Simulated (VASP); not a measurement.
An input for Ansatz (written as the equivalent of a VASP run, and not itself run):

Ansatz 0.2 input:
```yaml
crystal:
  lattice:
    - [4.1196685, 0.0000000, 0.0000000]
    - [0.0000000, 4.1330392, 5.8174190]
    - [0.0000000, -4.1330392, 5.8174190]
  atoms:
    - { symbol: Ga, position: [0.5000000, 0.3607198, 0.3607198] }
    - { symbol: Ga, position: [0.0000000, 0.3670129, 0.8944975] }
    - { symbol: Ga, position: [0.0000000, 0.8944975, 0.3670129] }
    - { symbol: Ga, position: [0.5000000, 0.8761311, 0.8761311] }
    - { symbol: Bi, position: [0.0000000, 0.5014554, 0.5014554] }
    - { symbol: As, position: [0.0000000, 0.0003181, 0.0003181] }
    - { symbol: As, position: [0.5000000, 0.9996518, 0.5002134] }
    - { symbol: As, position: [0.5000000, 0.5002134, 0.9996518] }
kpoints:
  mp_grid: { grid: [6, 4, 4] }
hamiltonian:
  xc: pbesol
  pseudopotentials: { kind: paw }
scf:
  occupations: { method: tetrahedron }
  max_iter: 100
output: { forces: true, stress: true, eigenvalues: true }
```

Translate this input to VASP (INCAR, KPOINTS, POSCAR, choice of POTCAR).

Several could match; the one computed here: 
KPOINTS:
```
Automatic
0
Gamma
6 4 4
```

INCAR:
```
GGA = PS   # PBEsol
NELM = 100   # most electronic steps
NEDOS = 601
LEFG = .True.
ALGO = Normal
LREAL = .False.   # projection in real space or not
ISIF = 2   # forces and stress, cell fixed
LMAXMIX = 4
ENCUT = 400
LCHARG = .True.
LASPH = .True.   # aspherical one-centre terms
LWAVE = .False.
ISMEAR = -5   # tetrahedra, Bloechl
PREC = Accurate
LORBIT = 11   # lm-projected
SYSTEM = Ga4BiAs3
EDIFF = 1E-7
```

### POSCAR
```
Ga4BiAs3
1
    4.1196685438     0.0000000000     0.0000000000
    0.0000000000     4.1330392272     5.8174189831
    0.0000000000    -4.1330392272     5.8174189831
Ga Bi As
4 1 3
Direct
  0.5000000000   0.3607197770   0.3607197770
  0.0000000000   0.3670129188   0.8944974911
  0.0000000000   0.8944974911   0.3670129188
  0.5000000000   0.8761311053   0.8761311053
  0.0000000000   0.5014554337   0.5014554337
  0.0000000000   0.0003180980   0.0003180980
  0.5000000000   0.9996517526   0.5002134233
  0.5000000000   0.5002134233   0.9996517526
```

POTCAR, in this order: Ga_d Bi_d As (PBE.64 set). Program: vasp_std.

What does not carry over: each code has its own PAW files, so the cut-off isn't converted (ENCUT is set for VASP's; basis.ecutwfc is left out, and Ansatz then takes the one that its files recommend); Ansatz stops its SCF on the density residual and VASP on the energy change (EDIFF); the field gradients of LEFG aren't asked of the other code.

The structure comes from a computed database's Ga4BiAs3 entry (Amm2); how it stands against other phases isn't given here. It was relaxed first, which changed the volume by -5 %.
